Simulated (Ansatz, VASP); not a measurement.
# SnPb3Se4 (Pb0.75Sn0.25Se, rock salt): VASP beside Ansatz, part 2 of 2

Wanted: the spread between two codes on one cell, functional and k mesh. The cell is invented: As first built, before any earlier steps moved the atoms (in the runner's words): 2x2x2 conventional cells of the PbSe type (64 atoms: 32 Se, 8 Sn, 24 Pb); Pb/Sn share their sites, the best of 600 random draws by like-pair counts in two shells; start lattice by linear mixing of the end members' cells; atoms moved at random by 0.02 A. It may not be a known or stable phase. The structure shown is the end of the Ansatz relaxation below.

VASP 6.6.1 and Ansatz 0.2.0.

So far: Set-up; Ansatz: relaxation, PBE.

## (3) VASP: single point, PBE

Level of this step: PBE; plane waves and PAW (Se, Sn_d, Pb_d); invented cell (VASP).

The same cell, functional, mesh and smearing now go to VASP, with its own data sets.

Lines of VASP's logs that name or quote its potential files are left out, and so is its time.

Input file INCAR:

```
SYSTEM = SnPb3Se4
PREC = Accurate
ENCUT = 400
EDIFF = 1E-06
NELM = 120
ISMEAR = -1
SIGMA = 0.01
LREAL = Auto
ALGO = Normal
GGA = PE
NBANDS = 376
LORBIT = 11
LWAVE = .FALSE.
LCHARG = .FALSE.
ISIF = 2
ISYM = 0
LASPH = .TRUE.
GGA_COMPAT = .FALSE.
EFERMI = MIDGAP
KPAR = 4
```

Input file POSCAR:

```
SnPb3Se4
1.0
   12.3594190000      0.0065690000     -0.0044860000
    0.0065690000     12.3613310000     -0.0064310000
   -0.0044860000     -0.0064310000     12.3614770000
Se Sn Pb
32 8 24
Direct
    0.2462200000      0.9932900000      0.0002300000
    0.2496900000      0.2514800000      0.2489600000
    0.0001200000      0.9954300000      0.2481000000
    0.9949500000      0.2453600000      0.0004700000
    0.2496100000      0.9947500000      0.5000600000
    0.2522300000      0.2498200000      0.7552400000
    0.9999200000      0.9993700000      0.7544900000
    0.0001600000      0.2489000000      0.5006600000
    0.2501000000      0.4932400000      0.0041800000
    0.2463800000      0.7457400000      0.2557200000
    0.0025700000      0.5014500000      0.2503900000
    0.0021400000      0.7513700000      0.0045000000
    0.2498300000      0.5008800000      0.4983000000
    0.2499200000      0.7495700000      0.7572000000
    0.0001500000      0.4993400000      0.7509600000
    0.0025200000      0.7493700000      0.4985800000
    0.7521700000      0.0008600000      0.0004000000
    0.7496800000      0.2494000000      0.2482500000
    0.4995900000      0.9993200000      0.2502100000
    0.4945900000      0.2495900000      0.9980700000
    0.7499500000      0.9993100000      0.5004700000
    0.7462000000      0.2494700000      0.7546300000
    0.4997600000      0.0016900000      0.7506100000
    0.4997600000      0.2493700000      0.5043700000
    0.7503200000      0.4947400000      0.0006300000
    0.7522300000      0.7490400000      0.2503600000
    0.4962500000      0.4993600000      0.2504100000
    0.4956700000      0.7497400000      0.0002400000
    0.7498400000      0.4993300000      0.5003500000
    0.7498400000      0.7493200000      0.7509000000
    0.4997400000      0.4956000000      0.7505700000
    0.4960300000      0.7494100000      0.5002200000
    0.0008900000      0.0008200000      0.9989200000
    0.2554100000      0.2559600000      0.9974400000
    0.0016700000      0.7509500000      0.2481300000
    0.2504700000      0.5008400000      0.2488400000
    0.2514900000      0.7560100000      0.9946600000
    0.2500900000      0.7516600000      0.4933400000
    0.7551700000      0.2517000000      0.9985700000
    0.5015400000      0.2513300000      0.7494400000
    0.0012400000      0.2506500000      0.2487000000
    0.2501200000      0.0008500000      0.2481500000
    0.0005700000      0.9996500000      0.4987600000
    0.0014700000      0.2504600000      0.7500100000
    0.2506500000      0.0013100000      0.7490000000
    0.2514900000      0.2520600000      0.4976700000
    0.0017600000      0.5011900000      0.0000900000
    0.0010700000      0.5008200000      0.4989200000
    0.0012200000      0.7507800000      0.7489800000
    0.2507800000      0.5011500000      0.7489200000
    0.5008700000      0.0016200000      0.9990600000
    0.5006000000      0.2507300000      0.2486900000
    0.7510100000      0.0004000000      0.2488600000
    0.5002700000      0.0003300000      0.4995500000
    0.7504300000      0.0008000000      0.7500000000
    0.7512100000      0.2505000000      0.4989900000
    0.5009000000      0.5009000000      0.9995100000
    0.5002700000      0.7503700000      0.2487300000
    0.7510600000      0.5002200000      0.2493200000
    0.7523700000      0.7520500000      0.9991100000
    0.4999000000      0.5004900000      0.4993200000
    0.5003900000      0.7510100000      0.7487500000
    0.7505500000      0.5000900000      0.7496400000
    0.7508800000      0.7505000000      0.4983500000
```

Input file KPOINTS:

```
Points of the shifted mesh
8
Reciprocal
 0.2500000000  0.2500000000  0.2500000000 1
 0.2500000000  0.2500000000  0.7500000000 1
 0.2500000000  0.7500000000  0.2500000000 1
 0.2500000000  0.7500000000  0.7500000000 1
 0.7500000000  0.2500000000  0.2500000000 1
 0.7500000000  0.2500000000  0.7500000000 1
 0.7500000000  0.7500000000  0.2500000000 1
 0.7500000000  0.7500000000  0.7500000000 1
```

The projector-augmented-wave data sets are Se, Sn_d and Pb_d (PBE family, release 64).

Run with:

```
mpirun -np 8 vasp_std
```

Numbers of over 12 decimals in the logs are rounded to 6 here.

The program printed:

```text
[banner, memory and clock lines left out]
running    8 mpi-ranks, on    1 nodes
[...]
|                                                                             |
|           W    W    AA    RRRRR   N    N  II  N    N   GGGG   !!!           |
|           W    W   A  A   R    R  NN   N  II  NN   N  G    G  !!!           |
|           W    W  A    A  R    R  N N  N  II  N N  N  G       !!!           |
|           W WW W  AAAAAA  RRRRR   N  N N  II  N  N N  G  GGG   !            |
|           WW  WW  A    A  R   R   N   NN  II  N   NN  G    G                |
|           W    W  A    A  R    R  N    N  II  N    N   GGGG   !!!           |
|                                                                             |
|     For optimal performance we recommend to set                             |
|       NCORE = 2 up to number-of-cores-per-socket                            |
|     NCORE specifies how many cores store one orbital (NPAR=cpu/NCORE).      |
|     This setting can greatly improve the performance of VASP for DFT.       |
[...]
|     multi-core architectures or massively parallel machines. Do your        |
|     Unfortunately you need to use the default for GW and RPA                |
|     calculations (for HF NCORE is supported but not extensively tested      |
|     yet).                                                                   |
|                                                                             |

 LDA part: xc-table for (Slater+PW92), standard interpolation
 POSCAR, INCAR and KPOINTS ok, starting setup
[...]
entering main loop
       N       E                     dE             d eps       ncg     rms          rms(c)
DAV:   2     0.118346077982E+04   -0.64055E+04   -0.62618E+04  6016   0.467E+02
DAV:   3    -0.116194953614E+03   -0.12997E+04   -0.12292E+04  7152   0.235E+02
DAV:   4    -0.264598635527E+03   -0.14840E+03   -0.14412E+03  7512   0.722E+01
DAV:   5    -0.271754054835E+03   -0.71554E+01   -0.70738E+01  7872   0.156E+01    0.161E+01
[...]
DAV:  13    -0.262875611285E+03   -0.19939E-04   -0.19578E-04  7464   0.336E-02    0.109E-02
DAV:  14    -0.262875610021E+03    0.12636E-05   -0.12239E-05  5912   0.101E-02    0.701E-03
DAV:  15    -0.262875610163E+03   -0.14204E-06   -0.80090E-06  5616   0.562E-03
   1 F= -.26287561E+03 E0= -.26287561E+03  d E =0.000000E+00
```

Parts of OUTCAR (step 3):

```text
  Total       -0.5817772     -0.5649153     -0.5878473     -0.0050450      0.0231423      0.0150500
  in kB       -0.4935532     -0.4792483     -0.4987027     -0.0042799      0.0196329      0.0127677
  external PRESSURE =      -0.4905014 kB  Pullay stress =       0.0000000 kB

 POSITION                                       TOTAL-FORCE (eV/Angst)
 -----------------------------------------------------------------------------------
      3.04966     12.28000     -0.00465         0.006906      0.011453      0.000412
      3.08656      3.10867      3.07478        -0.000313     -0.003027      0.000511
      0.00691     12.30324      3.06048        -0.002280     -0.000042      0.014017
     12.29861      3.03951     -0.00023        -0.005959      0.005028      0.003102
      3.08933     12.29486      6.17396         0.001398      0.012562      0.001774
      3.11567      3.08491      9.33314        -0.011013     -0.002469     -0.002737
     12.36161     12.35526      9.31570        -0.002741      0.001518      0.002926
      0.00137      3.07352      6.18730        -0.003090     -0.002635      0.004282
      3.09431      6.09872      0.04738        -0.002942      0.008255     -0.007575
      3.04887      9.21831      3.15518         0.007329      0.007365     -0.004439
      0.03393      6.19700      3.09195         0.001451     -0.006719     -0.001146
      0.03136      9.28792      0.05078        -0.008652     -0.007928      0.001654
      3.08881      6.18998      6.15538         0.000704     -0.001453     -0.000233
      3.09039      9.26246      9.35417        -0.001810     -0.003730     -0.012583
[...]
-----------------------------------------------------------------------------------
    total drift:                                0.004959      0.023211      0.010314

  FREE ENERGIE OF THE ION-ELECTRON SYSTEM (eV)
  ---------------------------------------------------
  free  energy   TOTEN  =      -262.8756101630 eV

  energy  without entropy=     -262.8756101630  energy(sigma->0) =     -262.87561016

[... 1 further part left out ...]
```

The run ends at a pressure of -0.05 GPa, with forces up to 0.014 eV/Å.

## (4) Comparison

Known differences besides the potentials themselves: the data sets hold 960 valence electrons in Ansatz (on its default PAW (the set named soft_2) files) and 640 in VASP; the cutoff is 420 eV in Ansatz and 400 eV in VASP (PREC = Accurate, projectors in real space). Total energies have different zeros and are not compared.

Both answers:

```csv
quantity,Ansatz,VASP,difference
gap on the k mesh (eV),1.257,1.255,+0.002
```

A gap on the mesh is an upper bound, since the band edges may lie between its points; neither run holds spin-orbit coupling, which can move the band edges of a compound of Pb.

## (5) Outcome

* difference in gap on the k mesh (single point, PBE): 0.0019 eV

The difference in gap on the k mesh is 0.0019 eV (single point, PBE), within the 0.08 eV picked in this series as the mark of a large difference. The data sets hold unlike numbers of valence electrons (960 in Ansatz and 640 in VASP), so part of the differences comes from the potentials. Such differences can come from data sets, numerical settings and the points named under the comparisons, not from the functional's error against experiment.

[Lines on the potential files, build, host, timing and source positions are cut from VASP's logs without a mark.]

[Logs are printed without paths, hosts, clocks, repeated set-up lines and the standing remarks that a program may print on its own settings, such as how far it seeks lower states.]

[Hosts, paths, dates, database ids (printed as entryN), source tags and the programs' standing remarks are cut or masked in the printed files.]
